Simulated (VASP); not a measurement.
Method: PBE GGA, VASP's PBE PAW potentials (set 64) (plane waves; VASP 6.6.1).

VASP ran on this input.

File KPOINTS:
```
Regular mesh
0
Gamma
8 8 8
0 0 0
```

File POSCAR:
```
ZnSe
1.0
  0.0000000000   2.8671467973   2.8671467973
  2.8671467973   0.0000000000   2.8671467973
  2.8671467973   2.8671467973   0.0000000000
Zn Se
1 1
Cartesian
  0.0000000000   0.0000000000   0.0000000000
  1.4335733987   1.4335733987   1.4335733987
```

**INCAR**
```
SYSTEM = ZnSe
PREC = Accurate; ENCUT = 500; LREAL = .FALSE.
LASPH = .TRUE.
EDIFF = 1E-6; NELM = 100; ALGO = Normal
LMAXMIX = 4
ISMEAR = 0; SIGMA = 0.05
GGA = PE
IBRION = 2; NSW = 40; ISIF = 3
EDIFFG = -0.02
LWAVE = .FALSE.; LCHARG = .FALSE.
```

POTCAR, in this order: Zn Se (PBE.64 set). Program: vasp_std.

What VASP printed:

File OSZICAR:
```
       N       E                     dE             d eps       ncg     rms          rms(c)
DAV:   1     0.847439091826E+02    0.84744E+02   -0.88798E+03   754   0.152E+03
DAV:   2    -0.700261470183E+00   -0.85444E+02   -0.81974E+02   804   0.268E+02
DAV:   3    -0.626874302032E+01   -0.55685E+01   -0.55444E+01   929   0.679E+01
DAV:   4    -0.632195382188E+01   -0.53211E-01   -0.53198E-01   804   0.718E+00
DAV:   5    -0.632224715228E+01   -0.29333E-03   -0.29333E-03   909   0.515E-01    0.464E+00
DAV:   6    -0.604846555982E+01    0.27378E+00   -0.69450E-01  1084   0.285E+01    0.353E+00
DAV:   7    -0.603188425812E+01    0.16581E-01   -0.18727E-01   814   0.435E+00    0.149E+00
DAV:   8    -0.603207291810E+01   -0.18866E-03   -0.42221E-03   884   0.647E-01    0.456E-01
DAV:   9    -0.603234860736E+01   -0.27569E-03   -0.10707E-03   839   0.290E-01    0.692E-02
DAV:  10    -0.603243447319E+01   -0.85866E-04   -0.12764E-04   857   0.115E-01    0.165E-02
DAV:  11    -0.603245090736E+01   -0.16434E-04   -0.29605E-05   832   0.588E-02    0.559E-03
DAV:  12    -0.603245225917E+01   -0.13518E-05   -0.35947E-06   884   0.212E-02    0.405E-03
DAV:  13    -0.603245231020E+01   -0.51032E-07   -0.69240E-07   587   0.937E-03
   1 F= -.60324523E+01 E0= -.60324523E+01  d E =-.603245E+01
       N       E                     dE             d eps       ncg     rms          rms(c)
DAV:   1    -0.603489589228E+01   -0.24436E-02   -0.32119E-02   904   0.377E+00    0.346E-01
DAV:   2    -0.603282921228E+01    0.20667E-02   -0.74607E-03   894   0.233E+00    0.127E-01
DAV:   3    -0.603257341728E+01    0.25579E-03   -0.26418E-04   799   0.138E-01    0.604E-02
DAV:   4    -0.603251204691E+01    0.61370E-04   -0.36020E-05   834   0.672E-02    0.234E-02
DAV:   5    -0.603250414479E+01    0.79021E-05   -0.91483E-06  1094   0.576E-02    0.223E-03
DAV:   6    -0.603250432420E+01   -0.17941E-06   -0.26538E-06   619   0.269E-02
   2 F= -.60325043E+01 E0= -.60325043E+01  d E =-.520140E-04
```

File OUTCAR:
```
------------------------ aborting loop because EDIFF is reached ----------------------------------------
  FORCE on cell =-STRESS in cart. coord.  units (eV):
  Direction    XX          YY          ZZ          XY          YZ          ZX
  --------------------------------------------------------------------------------------
  Total       -0.0052981     -0.0052981     -0.0052981     -0.0000000      0.0000000      0.0000000
  in kB       -0.1794327     -0.1794327     -0.1794327     -0.0000000      0.0000000      0.0000000
  external PRESSURE =      -0.1794327 kB  Pullay stress =       0.0000000 kB
  volume of cell :       47.31
      direct lattice vectors                 reciprocal lattice vectors
     0.000000000  2.870564797  2.870564797    -0.174181750  0.174181750  0.174181750
     2.870564797  0.000000000  2.870564797     0.174181750 -0.174181750  0.174181750
     2.870564797  2.870564797 -0.000000000     0.174181750  0.174181750 -0.174181750
  FREE ENERGIE OF THE ION-ELECTRON SYSTEM (eV)
  ---------------------------------------------------
  free  energy   TOTEN  =        -6.0325043242 eV

  energy  without entropy=       -6.0325043242  energy(sigma->0) =       -6.03250432

 reached required accuracy - stopping structural energy minimisation
```
(Selected blocks of OUTCAR.)

### CONTCAR
```
ZnSe
   1.00000000000000
     0.0000000000000000    2.8705647974919661    2.8705647974919661
     2.8705647974919661    0.0000000000000000    2.8705647974919661
     2.8705647974919661    2.8705647974919661   -0.0000000000000000
  Zn              Se
     1     1
Direct
     1.0000000000000000    1.0000000000000000    1.0000000000000000
     0.2500000000000000    0.2500000000000000    0.2500000000000000
```

The compound is ZnSe in the zinc blende structure. This run relaxes it. Symmetry was kept, so distortions that lower it aren't found.
